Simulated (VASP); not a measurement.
Write the native input for VASP 6.6.1 that does the following.

* Task: single point
* Functional: PBE
* Potentials or basis: VASP PAW PBE potentials, release 64 (Lu, Te, W_sv)
* Cutoff: 520 eV
* k mesh: 4 × 4 × 4
* Occupations: gaussian, width 0.1 eV
* Spin: no spin polarisation
* Dipole correction: no
* Further INCAR settings: ALGO = Normal; EDIFF = 1e-06; NBANDS = 40

The structure of LuTe4W lies in POSCAR:

```
LuTe4W
1.0
    0.0000000000      4.4064599200      4.4064599200
    4.4064599200      0.0000000000      4.4064599200
    4.4064599200      4.4064599200      0.0000000000
Lu Te W
1 4 1
Direct
    0.7500000000      0.7500000000      0.7500000000
    0.6227704100      0.1257432000      0.1257432000
    0.1257432000      0.6227704100      0.1257432000
    0.1257432000      0.1257432000      0.6227704100
    0.1257432000      0.1257432000      0.1257432000
    0.5000000000      0.5000000000      0.5000000000
```

The cell was built by a generator and needn't be a form met in nature.

The cell isn't the ideal one: species swapped into the ErNi4Au type (F-43m, No. 216).

The input as run:

INCAR

```
PREC = Accurate
ENCUT = 520
EDIFF = 1E-6
ISMEAR = 0
SIGMA = 0.1
LREAL = False
LASPH = True
NELM = 60
ALGO = Normal
ISIF = 2
LWAVE = False
LCHARG = True
GGA = PE
LELF = True
LVHAR = True
NBANDS = 40
```

KPOINTS

```
regular mesh
0
Gamma
  4 4 4
```

Potentials or basis: VASP PAW PBE potentials, release 64 (Lu, Te, W_sv).

Run with:

```console
$ cat potpaw_PBE.64/Lu/POTCAR potpaw_PBE.64/Te/POTCAR potpaw_PBE.64/W_sv/POTCAR > POTCAR
$ mpirun -np 1 vasp_std > vasp.out
```

Results of the run:

```
Pressure               : -2.5 GPa
Largest force          : 0.137 eV/Å
Band gap on the k mesh : none (metal or under the smearing width)
```

Run time: 64 s on 1 thread of Intel(R) Xeon(R) Platinum 8488C (Sapphire Rapids) (shared host), peak memory 0.35 GiB.
